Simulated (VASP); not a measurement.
All values below come from optB86b-vdW, VASP's PBE PAW potentials (set 64) (plane waves; VASP).

A VASP calculation is set up with these files.

**KPOINTS**
```
Automatic mesh
0
Gamma
11 11 11
0 0 0
```

### POSCAR
```
LiH
1
    0.0000000000     1.9663104423     1.9663104423
    1.9663104423     0.0000000000     1.9663104423
    1.9663104423     1.9663104423     0.0000000000
Li H
1 1
Direct
  1.0000000000   1.0000000000   1.0000000000
  0.5000000000   0.5000000000   0.5000000000
```

INCAR:
```
SYSTEM = LiH
PREC = Accurate
ENCUT = 520
EDIFF = 1E-7
NELM = 100
ALGO = Normal
LREAL = .FALSE.
LASPH = .TRUE.
ISMEAR = 0
SIGMA = 0.05
GGA = MK
PARAM1 = 0.1234
PARAM2 = 1.0
LUSE_VDW = .TRUE.
AGGAC = 0.0
LWAVE = .FALSE.
LCHARG = .FALSE.
ISIF = 2
```

POTCAR, in this order: Li_sv H (PBE.64 set). Program: vasp_std.

### Question
What does the run give for the energy per atom (σ→0), pressure?

### Answer

```yaml
energy per atom (σ→0): -254.5 kJ/mol-atom
pressure: 2.25 GPa
```

File OSZICAR:
```
...
DAV:   8    -0.527466965044E+01   -0.25992E-02   -0.71184E-03   774   0.763E-01    0.452E-02
DAV:   9    -0.527464827181E+01    0.21379E-04   -0.34221E-04  1026   0.110E-01    0.114E-02
DAV:  10    -0.527464643440E+01    0.18374E-05   -0.10403E-05   780   0.294E-02    0.296E-03
DAV:  11    -0.527464573752E+01    0.69687E-06   -0.62877E-07   954   0.857E-03    0.104E-03
DAV:  12    -0.527464453430E+01    0.12032E-05   -0.30441E-08   588   0.215E-03    0.126E-03
DAV:  13    -0.527464513606E+01   -0.60176E-06   -0.44373E-08   594   0.186E-03    0.112E-04
DAV:  14    -0.527464518051E+01   -0.44452E-07   -0.14169E-09   336   0.495E-04
   1 F= -.52746452E+01 E0= -.52746452E+01  d E =-.149704E-14
```

The compound is LiH in the rock salt structure. This cell is one point of a volume scan, at 0.94 of the reference volume.
